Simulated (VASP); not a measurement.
Calculation: PBE GGA with spin-orbit coupling, VASP's PBE PAW potentials (set 64) (plane waves; VASP).

The input files of a VASP run:

### KPOINTS_OPT
```
k-points along high-symmetry lines
8
Line-mode
Reciprocal
  0.000000   0.000000   0.000000 ! GAMMA
  0.000000   0.500000   0.000000 ! X

  0.000000   0.500000   0.000000 ! X
  0.500000   0.500000   0.000000 ! M

  0.500000   0.500000   0.000000 ! M
  0.000000   0.000000   0.000000 ! GAMMA

  0.000000   0.000000   0.000000 ! GAMMA
  0.500000   0.500000   0.500000 ! R

  0.500000   0.500000   0.500000 ! R
  0.000000   0.500000   0.000000 ! X

  0.500000   0.500000   0.500000 ! R
  0.500000   0.500000   0.000000 ! M
```

### KPOINTS
```
K-points
0
Gamma
 11 11 11
```

### INCAR
```
# general
SYSTEM    =NiAl
PREC      =Accurate
ENCUT     =400
LREAL     =.FALSE.
LASPH     =.TRUE.

# electronic loop
EDIFF     =1E-6
NELM      =100
ALGO      =Normal
LMAXMIX   =4

# smearing
ISMEAR    =0
SIGMA     =0.05

# functional
GGA       =PE
GGA_COMPAT=.FALSE.

# spin
MAGMOM    =0 0 0 0 0 0
LSORBIT   =.TRUE.

# output
LWAVE     =.FALSE.
LCHARG    =.FALSE.
```

### POSCAR
```
NiAl
1
    2.8926903487    -0.0000000000     0.0000000000
   -0.0000000000     2.8926903487    -0.0000000000
   -0.0000000000    -0.0000000000     2.8926903487
Al Ni
1 1
Direct
  0.5000000000   0.5000000000   0.5000000000
  0.0000000000   0.0000000000   0.0000000000
```

POTCAR, in this order: Al Ni (PBE.64 set). Program: vasp_ncl.

Task: What will the output report for the number of irreducible k-points (NKPTS), number of bands (NBANDS), largest plane-wave count, number of space-group operations, FFT grid (NGX, NGY, NGZ)?

Result: 
```yaml
number of irreducible k-points (NKPTS): 56
number of bands (NBANDS): 20
largest_plane_wave_count: 922
number_of_space_group_operations: 48
FFT grid (NGX, NGY, NGZ): 20 × 20 × 20
```

The compound is NiAl in the CsCl type structure. It was relaxed first.
